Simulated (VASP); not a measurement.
Input:

YN is modelled in the cubic space group Fm-3m (No. 225), the rock salt structure, Pearson symbol cF8. Lattice parameters: a = b = c = 4.8665 Å, α = β = γ = 90.00°. Y on 4a is coordinated by 6 N at 2.433 Å (octahedral). N on 4b is surrounded by 6 Y at 2.433 Å (octahedral). (Neighbours: up to the widest gap in distance over summed covalent radii, below 1.35, at either atom; cation-cation and far metal-metal contacts left out.)
(The calculation used a cell of 2 atoms; values per cell refer to that cell.)

These are vdW-DF-cx, VASP's PBE PAW potentials (set 64) (plane waves; VASP) values and carry that method's errors. Numerical set-up: 520 eV cut-off, 9×9×9 Γ-centred mesh, Gaussian smearing of 0.050 eV, potentials Y_sv N.

**Question.** Give the energy at these volumes per atom, relative to the lowest: 13.54, 13.97, 14.40, 14.83, 15.27 Å³.

**Answer.** 30.9, 7.4, 0.0, 6.4, 24.7 meV/atom. A third-order Birch-Murnaghan fit gives B0 = 170 GPa and B0′ = 4.2.

Measured: a 4.877 Å (computed value off by -0.2 %), as given by G. Soto et al., Computational Materials Science (2007), arXiv:cond-mat/0703568. The calculation is for a static lattice, while the measured a holds thermal and zero-point effects, which are part of the difference.

The compound is YN in the rock salt structure. It was relaxed first.
